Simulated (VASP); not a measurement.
# BP: what each functional gives for the gap

How does the band gap of BP depend on the functional? The starting structure is a measured crystal structure from the Crystallography Open Database. Cell and atoms stay as given. Meshes and data sets differ where the inputs say so.

Main program and level: VASP 6.6.1; Kohn-Sham DFT with plane waves and PAW; LDA, PBE, r2SCAN, TB-mBJ, HSE06, PBE0 and r2SCAN-EpsX.

### Step 1. Starting point

It takes space group F-43m (No. 216, cubic). Conventional cell: a = 4.538 Å, b = 4.538 Å, c = 4.538 Å, α = 90.00°, β = 90.00°, γ = 90.00°. Nearest to P lie 4 B at 1.97 Å. Nearest to B lie 4 P at 1.97 Å. Farther neighbours are not listed.

Coordinates:

```cif
data_structure
_symmetry_space_group_name_H-M 'F-43m'
_symmetry_Int_Tables_number 216
_cell_length_a 4.5380
_cell_length_b 4.5380
_cell_length_c 4.5380
_cell_angle_alpha 90.000
_cell_angle_beta 90.000
_cell_angle_gamma 90.000
_cell_volume 93.45
loop_
_atom_site_label
_atom_site_type_symbol
_atom_site_symmetry_multiplicity
_atom_site_Wyckoff_symbol
_atom_site_fract_x
_atom_site_fract_y
_atom_site_fract_z
_atom_site_occupancy
P1 P 4 c 0.25000 0.25000 0.25000 1
B1 B 4 a 0.00000 0.00000 0.00000 1
```

### Step 2. Bands with LDA

LDA, the lowest rung, knows the local density alone.

Input file INCAR:

```
SYSTEM = BP
PREC = Accurate
ENCUT = 370
EDIFF = 1E-06
NELM = 100
ISMEAR = 0
SIGMA = 0.03
LREAL = .FALSE.
ALGO = Normal
GGA = CA
NBANDS = 16
LORBIT = 11
LWAVE = .FALSE.
LCHARG = .FALSE.
KPAR = 4
LASPH = .TRUE.
```

Input file POSCAR:

```
BP
1.0
    0.0000000000      2.2690000000      2.2690000000
    2.2690000000      0.0000000000      2.2690000000
    2.2690000000      2.2690000000      0.0000000000
P B
1 1
Direct
    0.7500000000      0.7500000000      0.7500000000
    0.0000000000      0.0000000000      0.0000000000
```

Input file KPOINTS:

```
Automatic mesh
0
Gamma
8 8 8
0 0 0
```

Input file KPOINTS_OPT:

```
Line mode
10
Line-mode
Reciprocal
  0.00000000   0.00000000   0.00000000 GAMMA
  0.50000000   0.00000000   0.50000000 X

  0.50000000   0.00000000   0.50000000 X
  0.50000000   0.25000000   0.75000000 W

  0.50000000   0.25000000   0.75000000 W
  0.37500000   0.37500000   0.75000000 K

  0.37500000   0.37500000   0.75000000 K
  0.00000000   0.00000000   0.00000000 GAMMA

  0.00000000   0.00000000   0.00000000 GAMMA
  0.50000000   0.50000000   0.50000000 L

  0.50000000   0.50000000   0.50000000 L
  0.62500000   0.25000000   0.62500000 U

  0.62500000   0.25000000   0.62500000 U
  0.50000000   0.25000000   0.75000000 W

  0.50000000   0.25000000   0.75000000 W
  0.50000000   0.50000000   0.50000000 L

  0.50000000   0.50000000   0.50000000 L
  0.37500000   0.37500000   0.75000000 K

  0.62500000   0.25000000   0.62500000 U
  0.50000000   0.00000000   0.50000000 X
```

Potentials, in the order of the species: P and B (LDA family, release 64).

Started as:

```
mpirun -np 4 vasp_std
```

Log:

```text
[banner, memory and clock lines left out]
running    4 mpi-ranks, on    1 nodes
 distrk:  each k-point on    1 cores,    4 groups
 distr:  one band on    1 cores,    1 groups

 POSCAR found type information on POSCAR P B
 POSCAR found :  2 types and       2 ions
 LDA part: xc-table for (Slater(with rela. corr.)+CA(PZ))
 , standard interpolation
 POSCAR, INCAR and KPOINTS ok, starting setup
 FFT: planning ... GRIDC
 FFT: planning ... GRID_SOFT
 FFT: planning ... GRID
 WAVECAR not read
 entering main loop
       N       E                     dE             d eps       ncg     rms          rms(c)
DAV:   1     0.397140482655E+01    0.39714E+01   -0.31356E+03   928   0.353E+02
DAV:   2    -0.148162483195E+02   -0.18788E+02   -0.18117E+02  1256   0.797E+01
DAV:   3    -0.152083639769E+02   -0.39212E+00   -0.39186E+00  1080   0.952E+00
DAV:   4    -0.152091490468E+02   -0.78507E-03   -0.78506E-03  1248   0.533E-01
DAV:   5    -0.152091512740E+02   -0.22271E-05   -0.22272E-05  1072   0.266E-02    0.734E+00
DAV:   6    -0.145098347549E+02    0.69932E+00   -0.14050E+00  1176   0.368E+00    0.374E+00
DAV:   7    -0.143963548508E+02    0.11348E+00   -0.20735E-01  1176   0.169E+00    0.135E+00
DAV:   8    -0.143838308573E+02    0.12524E-01   -0.22834E-02  1240   0.635E-01    0.217E-01
DAV:   9    -0.143838853701E+02   -0.54513E-04   -0.84876E-04  1008   0.145E-01    0.106E-01
DAV:  10    -0.143838706302E+02    0.14740E-04   -0.83884E-05  1208   0.397E-02    0.222E-02
DAV:  11    -0.143838702628E+02    0.36731E-06   -0.12909E-06  1008   0.617E-03
   1 F= -.14383870E+02 E0= -.14383870E+02  d E =-.331480E-27
 Start KPOINTS_OPT (optional k-point list driver)
k-point batch [1-29\100]
       N       E                     dE             ncg
DAV:   1     0.717298189476E+03   -0.64112E+04      928
DAV:   2     0.197597573818E+03   -0.51970E+03     1264
DAV:   3     0.185916863283E+03   -0.11681E+02     1112
DAV:   4     0.185892630198E+03   -0.24233E-01     1240
DAV:   5     0.185892560293E+03   -0.69905E-04     1088
DAV:   6     0.185892560042E+03   -0.25120E-06     1136
[...]
k-point batch [88-100\100]
       N       E                     dE             ncg
DAV:   1     0.438166074826E+04   -0.36942E+04      424
DAV:   2     0.415194438607E+04   -0.22972E+03      544
DAV:   3     0.414736372690E+04   -0.45807E+01      544
DAV:   4     0.414735403635E+04   -0.96906E-02      496
DAV:   5     0.414735400771E+04   -0.28634E-04      552
DAV:   6     0.414735400760E+04   -0.11317E-06      488
```

Elapsed: 4.4 s, on 4 MPI ranks of AMD EPYC 9R14 (Zen 4), shared host; peak memory 0.38 GiB.

Lines that name or quote the potential files are left out of all logs, and their timing lines are given in words.

From OUTCAR (step 2):

```text
ion  position               nearest neighbor table
   1  0.750  0.750  0.750-   2 1.97   2 1.97   2 1.97   2 1.97
   2  0.000  0.000  0.000-   1 1.97   1 1.97   1 1.97   1 1.97

  LATTYP: Found a face centered cubic cell.
 ALAT       =     4.5380000000

 Subroutine GETGRP returns: Found 24 space group operations
 (whereof 24 operations were pure point group operations)

The static configuration has the point symmetry T_d .

 Found     29 irreducible k-points:

   k-points           NKPTS =     29   k-points in BZ     NKDIM =     29   number of bands    NBANDS=     16

   dimension x,y,z NGX =    20 NGY =   20 NGZ =   20
   dimension x,y,z NGXF=    40 NGYF=   40 NGZF=   40

   ENCUT  =  370.0 eV  27.19 Ry    5.21 a.u.   5.03  5.03  5.03*2*pi/ulx,y,z

   NELECT =       8.0000    total number of electrons

 k-points in reciprocal lattice and weights: Automatic mesh
   0.00000000  0.00000000  0.00000000       0.002
   0.12500000  0.00000000  0.00000000       0.016
   0.25000000  0.00000000  0.00000000       0.016
   0.37500000  0.00000000  0.00000000       0.016
   0.50000000  0.00000000  0.00000000       0.008
   0.12500000  0.12500000  0.00000000       0.012
   0.25000000  0.12500000  0.00000000       0.047
   0.37500000  0.12500000  0.00000000       0.047
   0.50000000  0.12500000  0.00000000       0.047
[...]
-0.37500000  0.50000000  0.12500000       0.023
  -0.25000000  0.50000000  0.25000000       0.012

 average (electrostatic) potential at core
       1 -82.2671       2 -30.0034

 E-fermi :   7.6285

 k-point     1 :       0.0000    0.0000    0.0000
  band No.  band energies     occupation
      1      -7.9835      2.00000
      2       7.4079      2.00000
      3       7.4079      2.00000
      4       7.4079      2.00000
      5      10.7859      0.00000
      6      10.7859      0.00000
      7      10.7859      0.00000
      8      14.7760      0.00000
      9      18.6629      0.00000
    ...

 k-point     2 :       0.1250    0.0000    0.0000
  band No.  band energies     occupation
      1      -7.7028      2.00000
      2       5.5657      2.00000
      3       6.9810      2.00000
      4       6.9810      2.00000
      5      11.3098      0.00000
      6      11.3746      0.00000
      7      11.3746      0.00000
      8      15.5385      0.00000
      9      18.6408      0.00000
    ...

 k-point     3 :       0.2500    0.0000    0.0000
  band No.  band energies     occupation
      1      -6.8789      2.00000
      2       2.5854      2.00000
      3       6.2953      2.00000
      4       6.2953      2.00000
      5      11.3884      0.00000
      6      12.1395      0.00000
      7      12.1395      0.00000
      8      16.8953      0.00000
      9      18.3591      0.00000
    ...

  Total       -0.7828240     -0.7828240     -0.7828240      0.0000000      0.0000000      0.0000000
  in kB      -53.6835483    -53.6835483    -53.6835483      0.0000000      0.0000000      0.0000000
  external PRESSURE =     -53.6835483 kB  Pullay stress =       0.0000000 kB

  energy-cutoff  :      370.00
  volume of cell :       23.36
      direct lattice vectors                 reciprocal lattice vectors
     0.000000000  2.269000000  2.269000000    -0.220361393  0.220361393  0.220361393
     2.269000000  0.000000000  2.269000000     0.220361393 -0.220361393  0.220361393
     2.269000000  2.269000000  0.000000000     0.220361393  0.220361393 -0.220361393

 POSITION                                       TOTAL-FORCE (eV/Angst)
 -----------------------------------------------------------------------------------
      3.40350      3.40350      3.40350        -0.000000     -0.000000     -0.000000
      0.00000      0.00000      0.00000         0.000000      0.000000      0.000000
 -----------------------------------------------------------------------------------
    total drift:                               -0.000000     -0.000000     -0.000000

  FREE ENERGIE OF THE ION-ELECTRON SYSTEM (eV)
  ---------------------------------------------------
  free  energy   TOTEN  =       -14.3838702628 eV

  energy  without entropy=      -14.3838702628  energy(sigma->0) =      -14.38387026

 total charge
# of ion       s       p       d       tot
------------------------------------------
    1        0.994   1.581   0.000   2.576
    2        0.661   1.282   0.000   1.944
--------------------------------------------------
tot          1.656   2.864   0.000   4.519

[... 3 further parts left out ...]
```

At this level the cell is under a tension of 5.4 GPa, so at these settings it is away from equilibrium.

LDA gives a least gap of 1.196 eV, and a least direct gap of 3.378 eV.

### Step 3. Bands with PBE

PBE, the usual starting point, adds the gradient of the density.

INCAR, as its differences from that of step 2:

```diff
@@ -9,3 +9,3 @@
 ALGO = Normal
-GGA = CA
+GGA = PE
 NBANDS = 16
```

POSCAR is that of step 2.

KPOINTS is that of step 2.

KPOINTS_OPT is that of step 2.

The projector-augmented-wave data sets are P and B (PBE family, release 64).

Started as:

```
mpirun -np 4 vasp_std
```

Log:

```text
[banner, memory and clock lines left out]
running    4 mpi-ranks, on    1 nodes
[...]
LDA part: xc-table for (Slater+PW92), standard interpolation
 POSCAR, INCAR and KPOINTS ok, starting setup
[...]
entering main loop
       N       E                     dE             d eps       ncg     rms          rms(c)
DAV:   1     0.548830794781E+01    0.54883E+01   -0.31532E+03   928   0.355E+02
DAV:   2    -0.132471402397E+02   -0.18735E+02   -0.18070E+02  1256   0.797E+01
DAV:   3    -0.136343573964E+02   -0.38722E+00   -0.38697E+00  1080   0.944E+00
DAV:   4    -0.136351028898E+02   -0.74549E-03   -0.74548E-03  1248   0.520E-01
[...]
DAV:   9    -0.129273370099E+02   -0.41142E-03   -0.75657E-04  1032   0.134E-01    0.933E-02
DAV:  10    -0.129274196978E+02   -0.82688E-04   -0.12988E-04  1168   0.547E-02    0.267E-02
DAV:  11    -0.129274195022E+02    0.19560E-06   -0.22377E-06  1064   0.721E-03
   1 F= -.12927420E+02 E0= -.12927420E+02  d E =-.455759E-12
 Start KPOINTS_OPT (optional k-point list driver)
k-point batch [1-29\100]
       N       E                     dE             ncg
DAV:   1     0.716682167725E+03   -0.64118E+04      928
DAV:   2     0.195664601297E+03   -0.52102E+03     1256
DAV:   3     0.184174076148E+03   -0.11491E+02     1120
DAV:   4     0.184150668639E+03   -0.23408E-01     1248
DAV:   5     0.184150601906E+03   -0.66733E-04     1088
DAV:   6     0.184150601669E+03   -0.23674E-06     1152
[...]
k-point batch [88-100\100]
       N       E                     dE             ncg
DAV:   1     0.438109016093E+04   -0.36948E+04      424
DAV:   2     0.415072613863E+04   -0.23036E+03      528
DAV:   3     0.414623789769E+04   -0.44882E+01      552
DAV:   4     0.414622857368E+04   -0.93240E-02      496
DAV:   5     0.414622854650E+04   -0.27185E-04      568
DAV:   6     0.414622854639E+04   -0.10635E-06      488
```

It took 4.8 s on 4 MPI ranks; peak memory 0.4 GiB.

From OUTCAR (step 3):

```text
  Total        0.1268554      0.1268554      0.1268554      0.0000000     -0.0000000     -0.0000000
  in kB        8.6993318      8.6993318      8.6993318      0.0000000     -0.0000000     -0.0000000
  external PRESSURE =       8.6993318 kB  Pullay stress =       0.0000000 kB

 POSITION                                       TOTAL-FORCE (eV/Angst)
 -----------------------------------------------------------------------------------
      3.40350      3.40350      3.40350         0.000000      0.000000      0.000000
      0.00000      0.00000      0.00000        -0.000000     -0.000000     -0.000000
 -----------------------------------------------------------------------------------
    total drift:                               -0.000000     -0.000000     -0.000000

  FREE ENERGIE OF THE ION-ELECTRON SYSTEM (eV)
  ---------------------------------------------------
  free  energy   TOTEN  =       -12.9274195022 eV

  energy  without entropy=      -12.9274195022  energy(sigma->0) =      -12.92741950

[... 2 parts as in an earlier step ...]

[... 1 further part left out ...]
[key lines of the parts left out:]
E-fermi :   7.5657
```

PBE gives a least gap of 1.248 eV, and a least direct gap of 3.400 eV. The least gap is +0.052 eV from that of LDA.

### Step 4. Bands with r2SCAN

r2SCAN adds the kinetic-energy density, costs more than a GGA and is run with LASPH.

INCAR, as its differences from that of step 3:

```diff
@@ -9,3 +9,4 @@
 ALGO = Normal
-GGA = PE
+METAGGA = R2SCAN
+LASPH = .TRUE.
 NBANDS = 16
@@ -15,2 +16 @@
 KPAR = 4
-LASPH = .TRUE.
```

POSCAR is that of step 3.

KPOINTS is that of step 3.

KPOINTS_OPT is that of step 3.

Started as:

```
mpirun -np 4 vasp_std
```

Log:

```text
[banner, memory and clock lines left out]
running    4 mpi-ranks, on    1 nodes
[...]
|                                                                             |
|               ----> ADVICE to this user running VASP <----                  |
|                                                                             |
|     You enforced a specific xc type in the INCAR file but a different       |
|     [... a line on the potential file left out ...]
|     I HOPE YOU KNOW WHAT YOU ARE DOING!                                     |
|                                                                             |

 LDA part: xc-table for (None), standard interpolation
 POSCAR, INCAR and KPOINTS ok, starting setup
[...]
entering main loop
       N       E                     dE             d eps       ncg     rms          rms(c)
DAV:   1     0.477536184243E+00    0.47754E+00   -0.32602E+03   928   0.366E+02
DAV:   2    -0.187767863723E+02   -0.19254E+02   -0.18577E+02  1248   0.821E+01
DAV:   3    -0.191706056258E+02   -0.39382E+00   -0.39358E+00  1096   0.967E+00
DAV:   4    -0.191713138022E+02   -0.70818E-03   -0.70817E-03  1240   0.515E-01
[...]
DAV:   9    -0.173075715497E+02   -0.25560E-03   -0.81877E-04  1144   0.137E-01    0.751E-02
DAV:  10    -0.173076029754E+02   -0.31426E-04   -0.79871E-05  1088   0.432E-02    0.211E-02
DAV:  11    -0.173076026055E+02    0.36988E-06   -0.64788E-06  1224   0.108E-02
   1 F= -.17307603E+02 E0= -.17307603E+02  d E =-.143777E-22
 Start KPOINTS_OPT (optional k-point list driver)
k-point batch [1-29\100]
       N       E                     dE             ncg
DAV:   1     0.647987277202E+03   -0.64805E+04      928
DAV:   2     0.103865823455E+03   -0.54412E+03     1256
DAV:   3     0.921783356869E+02   -0.11687E+02     1128
DAV:   4     0.921551608080E+02   -0.23175E-01     1232
DAV:   5     0.921550971309E+02   -0.63677E-04     1080
DAV:   6     0.921550969120E+02   -0.21887E-06     1144
[...]
k-point batch [88-100\100]
       N       E                     dE             ncg
DAV:   1     0.434774818572E+04   -0.37282E+04      424
DAV:   2     0.410712304090E+04   -0.24063E+03      536
DAV:   3     0.410250499481E+04   -0.46180E+01      544
DAV:   4     0.410249553284E+04   -0.94620E-02      520
DAV:   5     0.410249550565E+04   -0.27186E-04      552
DAV:   6     0.410249550555E+04   -0.10133E-06      504
```

Elapsed: 16 s, on 4 MPI ranks; peak memory 0.41 GiB; 55 s of CPU time.

From OUTCAR (step 4):

```text
  Total       -0.0971347     -0.0971347     -0.0971347      0.0000000      0.0000000      0.0000000
  in kB       -6.6611871     -6.6611871     -6.6611871      0.0000000      0.0000000      0.0000000
  external PRESSURE =      -6.6611871 kB  Pullay stress =       0.0000000 kB

  FREE ENERGIE OF THE ION-ELECTRON SYSTEM (eV)
  ---------------------------------------------------
  free  energy   TOTEN  =       -17.3076026055 eV

  energy  without entropy=      -17.3076026055  energy(sigma->0) =      -17.30760261

[... 3 parts as in an earlier step ...]

[... 1 further part left out ...]
[key lines of the parts left out:]
E-fermi :   7.5881
```

r2SCAN gives a least gap of 1.455 eV, and a least direct gap of 3.639 eV. The least gap is +0.259 eV from that of LDA.

### Step 5. Bands with TB-mBJ

TB-mBJ is a local potential fitted to gaps: it costs far less than a hybrid but gives no energy. Its energies, forces and stress mean nothing.

INCAR, as its differences from that of step 4:

```diff
@@ -4,3 +4,3 @@
 EDIFF = 1E-06
-NELM = 100
+NELM = 150
 ISMEAR = 0
@@ -9,3 +9,3 @@
 ALGO = Normal
-METAGGA = R2SCAN
+METAGGA = MBJ
 LASPH = .TRUE.
```

POSCAR is that of step 4.

KPOINTS is that of step 4.

KPOINTS_OPT is that of step 4.

Started as:

```
mpirun -np 4 vasp_std
```

Log:

```text
[banner, memory and clock lines left out]
running    4 mpi-ranks, on    1 nodes
[...]
[... a notice as in an earlier step ...]

 LDA part: xc-table for (None), standard interpolation
 POSCAR, INCAR and KPOINTS ok, starting setup
[...]
entering main loop
       N       E                     dE             d eps       ncg     rms          rms(c)
DAV:   1     0.422276787077E+02    0.42228E+02   -0.31960E+03   936   0.361E+02
DAV:   2     0.241355910349E+02   -0.18092E+02   -0.17462E+02  1232   0.789E+01
DAV:   3     0.237894339087E+02   -0.34616E+00   -0.34595E+00  1096   0.880E+00
DAV:   4     0.237890220851E+02   -0.41182E-03   -0.41182E-03  1216   0.381E-01
[...]
DAV:  25     0.264200790072E+02    0.75794E-05   -0.12030E-09   464   0.122E-04    0.281E-04
DAV:  26     0.264200729087E+02   -0.60985E-05   -0.79027E-10   464   0.972E-05    0.226E-04
DAV:  27     0.264200725055E+02   -0.40321E-06   -0.51516E-10   464   0.113E-04
   1 F= 0.26420073E+02 E0= 0.26420073E+02  d E =-.327691E-16
 Start KPOINTS_OPT (optional k-point list driver)
k-point batch [1-29\100]
       N       E                     dE             ncg
DAV:   1     0.656482484926E+03   -0.64720E+04      928
DAV:   2     0.125300642944E+03   -0.53118E+03     1248
DAV:   3     0.114408586825E+03   -0.10892E+02     1200
DAV:   4     0.114393393499E+03   -0.15193E-01     1168
DAV:   5     0.114393367960E+03   -0.25539E-04     1160
DAV:   6     0.114393367904E+03   -0.56840E-07     1000
[...]
k-point batch [88-100\100]
       N       E                     dE             ncg
DAV:   1     0.435396532885E+04   -0.37219E+04      424
DAV:   2     0.411955102804E+04   -0.23441E+03      552
DAV:   3     0.411524046279E+04   -0.43106E+01      528
DAV:   4     0.411523422763E+04   -0.62352E-02      544
DAV:   5     0.411523421664E+04   -0.10990E-04      520
DAV:   6     0.411523421661E+04   -0.25581E-07      480
```

Wall time 9.6 s (4 MPI ranks); peak memory 0.45 GiB; 31 s of CPU time.

OUTCAR, selected parts (step 5):

```text
  Total        1.6417902      1.6417902      1.6417902      0.0000000      0.0000000      0.0000000
  in kB      112.5886899    112.5886899    112.5886899      0.0000000      0.0000000      0.0000000
  external PRESSURE =     112.5886899 kB  Pullay stress =       0.0000000 kB

 POSITION                                       TOTAL-FORCE (eV/Angst)
 -----------------------------------------------------------------------------------
      3.40350      3.40350      3.40350         0.000000      0.000000      0.000000
      0.00000      0.00000      0.00000        -0.000000     -0.000000     -0.000000
 -----------------------------------------------------------------------------------
    total drift:                               -0.000002     -0.000002     -0.000002

  FREE ENERGIE OF THE ION-ELECTRON SYSTEM (eV)
  ---------------------------------------------------
  free  energy   TOTEN  =        26.4200725055 eV

  energy  without entropy=       26.4200725055  energy(sigma->0) =       26.42007251

[... 2 parts as in an earlier step ...]

[... 1 further part left out ...]
[key lines of the parts left out:]
E-fermi :   7.1501
```

TB-mBJ gives a least gap of 2.089 eV, and a least direct gap of 4.264 eV. The least gap is +0.893 eV from that of LDA.

(Continued in part 2 of 2.)

[Lines on the potential files, build, host, timing and source positions are cut from VASP's logs without a mark.]

[Logs are printed without paths, hosts, clocks, repeated set-up lines and the standing remarks that a program may print on its own settings, such as how far it seeks lower states.]

[Hosts, paths, dates, database ids (printed as entryN), source tags and the programs' standing remarks are cut or masked in the printed files.]
